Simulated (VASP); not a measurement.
Set up this calculation in VASP 6.6.1, as the native input.

* Task: band structure
* Functional: PBE
* Dispersion: D3
* Potentials or basis: VASP PAW PBE potentials, release 64 (Co)
* Cutoff: 520 eV
* k mesh: 13 × 13 × 1
* Occupations: gaussian, width 0.01 eV
* Spin: collinear spin, ferromagnetic start
* Starting moments: [2.0] μB
* Dipole correction: yes
* Further INCAR settings: ALGO = Normal; EDIFF = 1e-06

The structure of Co lies in POSCAR:

```
Co
1.0
    2.3471500000      0.0000000000      0.0000000000
   -1.1735800000      2.0326900000      0.0000000000
    0.0000000000      0.0000000000     23.8000000000
Co
1
Direct
    0.0000000000      0.0000000000      0.2941200000
```

The cell was built by a generator and needn't be a form met in nature.

One way to write it, as run:

INCAR

```
SYSTEM = Co
PREC     = Accurate       ! precision mode
ENCUT    = 520            ! plane-wave cutoff, eV
EDIFF    = 1E-6           ! SCF threshold, eV
ISMEAR   = 0              ! smearing method
SIGMA    = 0.01           ! smearing width, eV
LREAL    = .False.        ! projectors in reciprocal space
LASPH    = .True.         ! aspherical terms in the spheres
NELM     = 100            ! most SCF steps
ALGO     = Normal         ! electronic algorithm
ISIF     = 2              ! what is computed and relaxed
LWAVE    = .False.        ! write WAVECAR
LCHARG   = .False.        ! write CHGCAR
ISPIN    = 2              ! spin polarisation
MAGMOM   = 2              ! initial moments
LORBIT   = 11             ! projections on sites
LMAXMIX  = 4              ! l up to which the mixer works
LDIPOL   = .True.       
IDIPOL   = 3            
DIPOL    = 0.5 0.5 0.294
GGA      = PE             ! functional
IVDW     = 11             ! dispersion correction
```

KPOINTS

```
regular mesh
0
Gamma
  13 13 1
  0 0 0
```

KPOINTS_OPT

```
path GMKGALHA,LM,KH
15
line-mode
reciprocal
 0.0000000000  0.0000000000  0.0000000000  G
 0.5000000000  0.0000000000  0.0000000000  M

 0.5000000000  0.0000000000  0.0000000000  M
 0.3333333333  0.3333333333  0.0000000000  K

 0.3333333333  0.3333333333  0.0000000000  K
 0.0000000000  0.0000000000  0.0000000000  G

 0.0000000000  0.0000000000  0.0000000000  G
 0.0000000000  0.0000000000  0.5000000000  A

 0.0000000000  0.0000000000  0.5000000000  A
 0.5000000000  0.0000000000  0.5000000000  L

 0.5000000000  0.0000000000  0.5000000000  L
 0.3333333333  0.3333333333  0.5000000000  H

 0.3333333333  0.3333333333  0.5000000000  H
 0.0000000000  0.0000000000  0.5000000000  A

 0.5000000000  0.0000000000  0.5000000000  L
 0.5000000000  0.0000000000  0.0000000000  M

 0.3333333333  0.3333333333  0.0000000000  K
 0.3333333333  0.3333333333  0.5000000000  H
```

Potentials or basis: VASP PAW PBE potentials, release 64 (Co).

Command:

```sh
$ cat potpaw_PBE.64/Co/POTCAR > POTCAR
$ mpirun -np 1 vasp_std > vasp.out
```

It gave:

| Quantity | Value |
| --- | --- |
| Band gap along the path | none (metal or under the smearing width) |
| Net moment | 1.72 μB per cell |
| Site moments | Co +1.77 μB |
| Valence electrons inside the program's atomic spheres | Co 8.13 |
| Dispersion energy per atom | -0.086 eV |

It took 93 s on 1 thread of AMD EPYC 9R45 96-Core Processor (Zen 5), on a shared host, peak memory 0.26 GiB.
